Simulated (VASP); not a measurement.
The input files of a VASP run:

POSCAR:
```
NaI
1
    0.0000000000     3.2350000000     3.2350000000
    3.2350000000     0.0000000000     3.2350000000
    3.2350000000     3.2350000000     0.0000000000
Na I
1 1
Direct
  0.0000000000   0.0000000000   0.0000000000
  0.5000000000   0.5000000000   0.5000000000
```

**KPOINTS**
```
Automatic mesh
0
Gamma
7 7 7
0 0 0
```

**INCAR**
```
SYSTEM = NaI
PREC = Accurate
ENCUT = 520
EDIFF = 1E-6
NELM = 100
ALGO = Normal
LREAL = .FALSE.
LASPH = .TRUE.
ISMEAR = 0
SIGMA = 0.05
GGA = RE
LMAXMIX = 4
LWAVE = .FALSE.
LCHARG = .FALSE.
IBRION = 2
ISIF = 3
NSW = 60
EDIFFG = -0.01
```

POTCAR, in this order: Na_pv I (PBE.64 set). Program: vasp_std.

Q: Translate this revPBE calculation to Quantum ESPRESSO's pw.x.

A: One equivalent input (not run):
```
&CONTROL
  calculation = 'vc-relax'
  pseudo_dir = './pseudo'
  outdir = './out'
  tprnfor = .true.
  tstress = .true.
  nstep = 60
  forc_conv_thr = 0.00039
/
&SYSTEM
  ibrav = 0
  nat = 2
  ntyp = 2
  ecutwfc = 88
  occupations = 'smearing'
  smearing = 'gaussian'
  degauss = 0.003675
  input_dft = 'revpbe'
/
&ELECTRONS
  conv_thr = 7.3e-08
  electron_maxstep = 100
/
&IONS
/
&CELL
/
ATOMIC_SPECIES
  Na 22.990 Na.upf
  I 126.904 I.upf
CELL_PARAMETERS angstrom
     0.0000000    3.2350000    3.2350000
     3.2350000    0.0000000    3.2350000
     3.2350000    3.2350000    0.0000000
ATOMIC_POSITIONS crystal
  Na   0.0000000  0.0000000  0.0000000
  I    0.5000000  0.5000000  0.5000000
K_POINTS automatic
  7 7 7 0 0 0
```
The two are equivalent in intent, not identical: the potentials are each code's own (VASP's PAW set, PseudoDojo norm-conserving files in pw.x), so ENCUT and ecutwfc are chosen apart and not converted; conv_thr bounds pw.x's estimated SCF error, while EDIFF bounds the energy change between steps; forc_conv_thr acts on force components and is met together with etot_conv_thr.

The compound is NaI in the rock salt structure. This run relaxes it. Symmetry was kept, so distortions that lower it aren't found.
